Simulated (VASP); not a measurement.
VASP input:

File POSCAR:
```
HoAs
1
    4.5070820000     0.0000000000     0.0000000000
   -2.2535410000     3.9032480000     0.0000000000
    0.0000000000     0.0000000000     7.3815600000
Ho As
2 2
Direct
  0.6666670000   0.3333330000   0.0000000000
  0.3333330000   0.6666670000   0.5000000000
  0.6666670000   0.3333330000   0.6252000000
  0.3333330000   0.6666670000   0.1252000000
```

KPOINTS:
```
Automatic mesh
0
Gamma
4 4 3
0 0 0
```

**INCAR**
```
SYSTEM = HoAs
PREC = Accurate
ENCUT = 400
EDIFF = 1E-6
NELM = 100
ALGO = Normal
LREAL = .FALSE.
LASPH = .TRUE.
ISMEAR = 0
SIGMA = 0.05
LMAXMIX = 6
LWAVE = .FALSE.
LCHARG = .FALSE.
ISIF = 2
METAGGA = R2SCAN
LEPSILON = .TRUE.
```

POTCAR, in this order: Ho_3 As (PBE.64 set). Program: vasp_std.

The resulting files:

standard output:
```
 POSCAR found type information on POSCAR HoAs
 POSCAR found :  2 types and       4 ions
 Reading from existing POTCAR
 Reading from existing POTCAR

 -----------------------------------------------------------------------------
|                                                                             |
|               ----> ADVICE to this user running VASP <----                  |
|                                                                             |
|     You enforced a specific xc type in the INCAR file but a different       |
|     type was found in the POTCAR file.                                      |
|     I HOPE YOU KNOW WHAT YOU ARE DOING!                                     |
|                                                                             |
 -----------------------------------------------------------------------------

 LDA part: xc-table for (None), standard interpolation
 POSCAR, INCAR and KPOINTS ok, starting setup
 WAVECAR not read
 entering main loop
       N       E                     dE             d eps       ncg     rms          rms(c)
DAV:   1     0.813067663989E+02    0.81307E+02   -0.10752E+04   304   0.115E+03
DAV:   2    -0.894404878184E+02   -0.17075E+03   -0.16597E+03   466   0.501E+02
DAV:   3    -0.104854968916E+03   -0.15414E+02   -0.15236E+02   492   0.946E+01
DAV:   4    -0.105209136051E+03   -0.35417E+00   -0.35351E+00   496   0.163E+01
DAV:   5    -0.105212917271E+03   -0.37812E-02   -0.37801E-02   512   0.221E+00    0.358E+01
DAV:   6    -0.100286004013E+03    0.49269E+01   -0.39280E+00   496   0.169E+01    0.193E+01
DAV:   7    -0.100348995312E+03   -0.62991E-01   -0.21247E+00   512   0.998E+00    0.422E+00
DAV:   8    -0.100327460867E+03    0.21534E-01   -0.26963E-01   464   0.326E+00    0.220E+00
DAV:   9    -0.100327852774E+03   -0.39191E-03   -0.67421E-03   488   0.777E-01    0.372E-01
DAV:  10    -0.100328114503E+03   -0.26173E-03   -0.69568E-04   376   0.185E-01    0.683E-02
DAV:  11    -0.100328231523E+03   -0.11702E-03   -0.39974E-04   464   0.126E-01    0.672E-02
DAV:  12    -0.100328222941E+03    0.85820E-05   -0.86257E-05   480   0.610E-02    0.102E-02
DAV:  13    -0.100328223732E+03   -0.79078E-06   -0.58349E-06   424   0.161E-02
   1 F= -.10032822E+03 E0= -.10032822E+03  d E =-.707984E-11

 -----------------------------------------------------------------------------
|                                                                             |
|     EEEEEEE  RRRRRR   RRRRRR   OOOOOOO  RRRRRR      ###     ###     ###     |
|     E        R     R  R     R  O     O  R     R     ###     ###     ###     |
|     E        R     R  R     R  O     O  R     R     ###     ###     ###     |
|     EEEEE    RRRRRR   RRRRRR   O     O  RRRRRR       #       #       #      |
|     E        R   R    R   R    O     O  R   R                               |
|     E        R    R   R    R   O     O  R    R      ###     ###     ###     |
|     EEEEEEE  R     R  R     R  OOOOOOO  R     R     ###     ###     ###     |
|                                                                             |
|     You have switched on METAGGA and linear-response routines. This         |
|     combination is currently not supported. If you have selected            |
|     LEPSILON=.TRUE., you can try using LCALCEPS=.TRUE. instead. In all      |
|     other cases, VASP will stop. SOOO sorry...                              |
|                                                                             |
|       ---->  I REFUSE TO CONTINUE WITH THIS SICK JOB ... BYE!!! <----       |
|                                                                             |
 -----------------------------------------------------------------------------
```

### Question
Read the log: what went wrong, and how is it fixed?

### Answer
The cause: LEPSILON was set with a meta-GGA. VASP stops with an error: You have switched on METAGGA and linear-response routines. This combination is currently not supported. If you have selected LEPSILON=.TRUE., you can try using LCALCEPS=.TRUE. instead. In all other cases, VASP will stop. SOOO sorry... ----> I REFUSE TO CONTINUE WITH THIS SICK JOB ... BYE!!! <---- To mend it, use a GGA with LEPSILON, or finite fields (LCALCEPS) with the meta-GGA. The plain static run on this cell (PBE GGA, plane waves, VASP's PBE PAW potentials (set 64)) converges, and its OSZICAR ends with
```
   1 F= -.22484767E+02 E0= -.22484767E+02  d E =-.685089E-18
```

The structure was generated: HoAs was put into the wurtzite type (P6_3mc), which need not be its known phase. The cell was not relaxed at this level. The 4f electrons are frozen in the core of the lanthanide potential, so 4f levels, which can set the real gap, and their magnetism are missing.
